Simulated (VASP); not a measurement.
LaSi2Ir2, 5 atoms in the cell. It takes space group I4/mmm (No. 139, tetragonal). Conventional cell: a = 4.094 Å, b = 4.094 Å, c = 10.248 Å, α = 90.00°, β = 90.00°, γ = 90.00°. La (site symmetry 4/mmm) has 8 Si at 3.17 Å and 8 Ir at 3.28 Å as nearest neighbours. Around Si (site symmetry 4mm) lie 4 Ir at 2.40 Å and 1 Si at 2.60 Å. Around Ir (site symmetry -4m2) lie 4 Si at 2.40 Å. 

* Program: VASP 6.6.1
* Task: relaxation of cell and atoms
* Functional: PBEsol
* Potentials or basis: VASP PAW PBE potentials, release 64 (La, Si, Ir)
* Cutoff: 600 eV
* k mesh: 10 × 10 × 10
* Occupations: fermi-dirac, width 0.1 eV
* Spin: no spin polarisation
* Dipole correction: no
* Further INCAR settings: ALGO = Normal; EDIFF = 1e-06; IBRION = 2; EDIFFG = -0.001; NSW = 80; ISIF = 3

Potentials or basis: VASP PAW PBE potentials, release 64 (La, Si, Ir).

Run with:

```bash
$ cat potpaw_PBE.64/La/POTCAR potpaw_PBE.64/Si/POTCAR potpaw_PBE.64/Ir/POTCAR > POTCAR
$ mpirun -np 1 vasp_std > vasp.out
```

Hardware: 1 thread of Intel(R) Xeon(R) Platinum 8488C (Sapphire Rapids), on a shared host.

Question: Estimate the wall time of this run.

Answer: It took 23 min on 1 thread of Intel(R) Xeon(R) Platinum 8488C (Sapphire Rapids) (shared host), peak memory 0.56 GiB. Counts: scf iterations 49, k points 102, ion steps 7.
